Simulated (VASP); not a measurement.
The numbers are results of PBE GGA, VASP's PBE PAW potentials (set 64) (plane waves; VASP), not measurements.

Input for VASP

**POSCAR**
```
GaN
1
    0.0000000000     2.2709286480     2.2709286480
    2.2709286480    -0.0000000000     2.2709286480
    2.2709286480     2.2709286480     0.0000000000
Ga N
1 1
Direct
  0.0000000000   0.0000000000   0.0000000000
  0.2500000000   0.2500000000   0.2500000000
```

**KPOINTS**
```
k-points along high-symmetry lines
15
Line-mode
Reciprocal
  0.000000   0.000000   0.000000 ! GAMMA
 -0.500000  -0.500000   0.000000 ! X

 -0.500000  -0.500000   0.000000 ! X
 -0.375000  -0.375000   0.250000 ! U

 -0.375000   0.000000   0.375000 ! K
  0.000000   0.000000   0.000000 ! GAMMA

  0.000000   0.000000   0.000000 ! GAMMA
  0.000000   0.000000   0.500000 ! L

  0.000000   0.000000   0.500000 ! L
 -0.500000  -0.250000   0.250000 ! W

 -0.500000  -0.250000   0.250000 ! W
 -0.500000  -0.500000   0.000000 ! X
```

INCAR:
```
SYSTEM = GaN
PREC = Accurate
ENCUT = 450
EDIFF = 1E-6
NELM = 100
ALGO = Normal
LREAL = .FALSE.
LASPH = .TRUE.
ISMEAR = 0
SIGMA = 0.05
GGA = PE
LMAXMIX = 4
LWAVE = .FALSE.
LCHARG = .FALSE.
ICHARG = 11
```

POTCAR, in this order: Ga_d N (PBE.64 set). Program: vasp_std. Read from the step before: CHGCAR.

Output of the run:

File OUTCAR:
```
 ion  position               nearest neighbor table
   1  0.000  0.000  0.000-   2 1.97   2 1.97   2 1.97   2 1.97
   2  0.250  0.250  0.250-   1 1.97   1 1.97   1 1.97   1 1.97
  LATTYP: Found a face centered cubic cell.
 ALAT       =     4.5418572960
 Subroutine PRICEL returns:
 Original cell was already a primitive cell.
 Subroutine GETGRP returns: Found 24 space group operations
The static configuration has the point symmetry T_d .
The dynamic configuration has the point symmetry T_d .
 Subroutine INISYM returns: Found 24 space group operations
   k-points           NKPTS =     90   k-points in BZ     NKDIM =     90   number of bands    NBANDS=     13
   number of dos      NEDOS =    301   number of ions     NIONS =      2
   total plane-waves  NPLWV =  13824
   dimension x,y,z NGX =    24 NGY =   24 NGZ =   24
   dimension x,y,z NGXF=    48 NGYF=   48 NGZF=   48
   ions per type =               1   1
   PREC   = accura    normal or accurate (medium, high low for compatibility)
   ISTART =      0    job   : 0-new  1-cont  2-samecut
   ICHARG =     11    charge: 1-file 2-atom 10-const
   ISPIN  =      1    spin polarized calculation?
   LNONCOLLINEAR =      F non collinear calculations
   LSORBIT =      F    spin-orbit coupling
   INIWAV =      1    electr: 0-lowe 1-rand  2-diag
   ENCUT  =  450.0 eV  33.07 Ry    5.75 a.u.   5.55  5.55  5.55*2*pi/ulx,y,z
...
```

File OSZICAR:
```
       N       E                     dE             d eps       ncg     rms          rms(c)
DAV:   1     0.815549345898E+02    0.81555E+02   -0.91920E+03  2441   0.228E+03
DAV:   2    -0.479795184606E+01   -0.86353E+02   -0.81798E+02  2698   0.344E+02
DAV:   3    -0.108517073898E+02   -0.60538E+01   -0.59674E+01  2655   0.796E+01
DAV:   4    -0.109425381907E+02   -0.90831E-01   -0.90783E-01  2798   0.106E+01
DAV:   5    -0.109439695162E+02   -0.14313E-02   -0.14313E-02  2632   0.114E+00
DAV:   6    -0.109440155211E+02   -0.46005E-04   -0.46005E-04  3118   0.182E-01
DAV:   7    -0.109440162099E+02   -0.68882E-06   -0.68883E-06  2365   0.178E-02
   1 F= -.10944016E+02 E0= -.10944016E+02  d E =-.131779E-17
```

**OUTCAR**
```
 val. band max:        5.0321553852   @ k =   0.0000   0.0000   0.0000

 cond. band min:       6.6081921527   @ k =   0.0000   0.0000   0.0000



 k-point     1 :       0.0000    0.0000    0.0000
  band No.  band energies     occupation
      1     -10.7067      2.00000
      2      -8.3916      2.00000
      3      -8.3916      2.00000
      4      -8.3916      2.00000
      5      -8.0946      2.00000
      6      -8.0946      2.00000
      7       5.0322      2.00000
      8       5.0322      2.00000
      9       5.0322      2.00000
     10       6.6082      0.00000
     11      15.1905      0.00000
     12      15.1905      0.00000
     13      15.1905      0.00000

 k-point     2 :      -0.0357   -0.0357    0.0000
  band No.  band energies     occupation
      1     -10.6883      2.00000
      2      -8.3885      2.00000
      3      -8.3885      2.00000
      4      -8.3870      2.00000
      5      -8.0960      2.00000
      6      -8.0937      2.00000
      7       4.8125      2.00000
      8       4.9909      2.00000
      9       4.9909      2.00000
     10       6.8344      0.00000
     11      15.0669      0.00000
     12      15.2327      0.00000
     13      15.2327      0.00000

 k-point     3 :      -0.0714   -0.0714    0.0000
  band No.  band energies     occupation
      1     -10.6342      2.00000
      2      -8.3791      2.00000
      3      -8.3791      2.00000
      4      -8.3724      2.00000
      5      -8.0999      2.00000
      6      -8.0910      2.00000
      7       4.3457      2.00000
      8       4.8711      2.00000
      9       4.8711      2.00000
     10       7.3177      0.00000
     11      14.7308      0.00000
     12      15.3563      0.00000
     13      15.3563      0.00000

 k-point     4 :      -0.1071   -0.1071    0.0000
  band No.  band energies     occupation
      1     -10.5482      2.00000
      2      -8.3639      2.00000
      3      -8.3639      2.00000
      4      -8.3460      2.00000
...
```

The density is held fixed in this step, so its total energy and stress have no physical meaning.

The compound is GaN in the zinc blende structure, a metastable form; wurtzite is the usual one. It was relaxed first.
